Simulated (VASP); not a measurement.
Calculation: revPBE GGA, VASP's PBE PAW potentials (set 64) (plane waves; VASP).

VASP input:

**POSCAR**
```
PtS2
1.0
  1.7938274408  -3.1070003405   0.0000000000
  1.7938274408   3.1070003405   0.0000000000
  0.0000000000   0.0000000000   7.5252536813
Pt S
1 2
Cartesian
  0.0000000000   0.0000000000   7.5252536813
  1.7938274408   1.0356688515   1.2299913752
  1.7938274408  -1.0356688515   6.2952623061
```

**KPOINTS**
```
Automatic mesh
0
Gamma
7 7 3
0 0 0
```

INCAR:
```
! general
SYSTEM  = PtS2
PREC    = Accurate
ENCUT   = 520   ! plane-wave cut-off (eV)
LREAL   = .False.
LASPH   = .True.   ! aspherical one-centre terms

! electronic loop
EDIFF   = 1E-6
NELM    = 100
ALGO    = Normal   ! blocked Davidson
LMAXMIX = 6   ! l cut-off of mixed one-centre charges

! smearing
ISMEAR  = 0
SIGMA   = 0.05   ! width (eV)

! functional
GGA     = RE   ! revPBE

! ions
IBRION  = 2   ! conjugate gradients
NSW     = 60
ISIF    = 3
EDIFFG  = -0.02   ! ionic stop

! output
LWAVE   = .False.
LCHARG  = .False.
```

POTCAR, in this order: Pt S (PBE.64 set). Program: vasp_std.

Task: What will the output report for the number of irreducible k-points (NKPTS), largest plane-wave count, number of space-group operations, FFT grid (NGX, NGY, NGZ)?

Result: 
```json
{
 "number of irreducible k-points (NKPTS)": "20",
 "largest_plane_wave_count": "2283",
 "number_of_space_group_operations": "12",
 "FFT grid (NGX, NGY, NGZ)": "28 × 28 × 56"
}
```

The compound is PtS2 in the 1T layered structure. It was relaxed first, which changed the volume by +53 %. The start is the result of an earlier pass.
